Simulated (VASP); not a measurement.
Consider the following.

```yaml
crystal:
  lattice:
    - [3.84000, 0.00000, 0.00000]
    - [0.00000, 3.84000, 0.00000]
    - [0.00000, 0.00000, 3.84000]
  atoms:
    - { symbol: Tl, position: [0.00000, 0.00000, 0.00000] }
    - { symbol: Cl, position: [0.50000, 0.50000, 0.50000] }
```

Level of theory: LDA (Ceperley-Alder, Perdew-Zunger), VASP's LDA PAW potentials (set 64) (plane waves; VASP). Numerical set-up: 300 eV cut-off, 7×7×7 Γ-centred mesh, Fermi-Dirac smearing of 0.010 eV, potentials Tl_d Cl.

Unless said otherwise, spin-orbit coupling is left out, though it shifts the bands of the heavy elements here.

**Question.** Give the energies of bands 7 to 13 at the high-symmetry points, in eV from the valence-band maximum.

**Answer.** 
```
band      Γ      X      M      R
----  -----  -----  -----  -----
7     -4.67  -5.54  -3.48  -2.25
8     -1.51  -1.06  -3.03  -2.01
9     -1.51  -1.06  -3.03  -2.01
10    -1.51   0.00  -1.02  -2.01
11     7.62   1.85   4.72   2.33
12     7.62   6.38   4.72   2.33
13     7.62   6.38   8.20   2.33
```

The gap is direct, 1.85 eV, from the valence maximum at X to the conduction minimum at X.

The structure is a typed TlCl crystal (Pm-3m). The cell was not relaxed at this level.
